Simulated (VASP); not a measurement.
Consider the following.

```yaml
crystal:
  lattice:
    - [0.00000, 2.49103, 2.49103]
    - [2.49103, 0.00000, 2.49103]
    - [2.49103, 2.49103, 0.00000]
  atoms:
    - { symbol: Hf, position: [0.00000, 0.00000, 0.00000] }
    - { symbol: O, position: [0.25000, 0.25000, 0.25000] }
    - { symbol: O, position: [0.75000, 0.75000, 0.75000] }
```

The numbers are results of LDA (Ceperley-Alder, Perdew-Zunger), VASP's LDA PAW potentials (set 64) (plane waves; VASP), not measurements. Numerical set-up: 650 eV cut-off, 7×7×7 Γ-centred mesh, Gaussian smearing of 0.050 eV, potentials Hf_pv O.

Give the elastic stiffness tensor with the ions relaxed (GPa, in the frame of the cell).

```csv
,xx,yy,zz,yz,xz,xy
xx,625,121,121,0.0,0.0,0.0
yy,121,625,121,0.0,0.0,0.0
zz,121,121,625,0.0,0.0,0.0
yz,0.0,0.0,0.0,78.9,0.0,0.0
xz,0.0,0.0,0.0,0.0,78.9,0.0
xy,0.0,0.0,0.0,0.0,0.0,78.9
```

Estimate the Hill bulk modulus, Hill shear modulus, Young's modulus, Poisson's ratio.

The Hill bulk modulus is 289 GPa. The Hill shear modulus is 129 GPa and the Young's modulus is 336 GPa. The Poisson's ratio is 0.306.

The compound is HfO2 in the fluorite structure, the high-temperature cubic form, which is unstable at 0 K; the monoclinic form is the stable one. It was relaxed first, which changed the volume by -6 %.
